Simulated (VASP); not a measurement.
Input:

```yaml
crystal:
  lattice:
    - [1.86660, -3.23305, 0.00000]
    - [1.86660, 3.23305, 0.00000]
    - [0.00000, 0.00000, 5.93640]
  atoms:
    - { symbol: Zr, position: [0.00000, 0.00000, 0.00000] }
    - { symbol: S, position: [0.33333, 0.66667, 0.25000] }
    - { symbol: S, position: [0.66667, 0.33333, 0.75000] }
```

These are PBE GGA, VASP's PBE PAW potentials (set 64) (plane waves; VASP 6.6.1) values and carry that method's errors. Settings: 500 eV cut-off, 6×6×4 Γ-centred mesh, Gaussian smearing of 0.050 eV, potentials Zr_sv S.

Q: Give the force on each atom (eV/Å).

A: 
```json
[
 {"atom": "Zr1", "Fx": "0.000", "Fy": "0.000", "Fz": "0.000"},
 {"atom": "S2", "Fx": "0.000", "Fy": "0.000", "Fz": "-0.671"},
 {"atom": "S3", "Fx": "0.000", "Fy": "0.000", "Fz": "0.671"}
]
```

Q: Give the stress tensor in GPa (positive for a compressed cell).

A: 
```
-4.01   0.00   0.00
 0.00  -4.01   0.00
 0.00   0.00  -2.94
```
The pressure is its mean diagonal, -3.65 GPa.

The compound is ZrS2 in the 1T layered structure. The cell was not relaxed at this level. The run is one of a series of settings (ENCUT = 500 against the base run), some of them coarse on purpose.
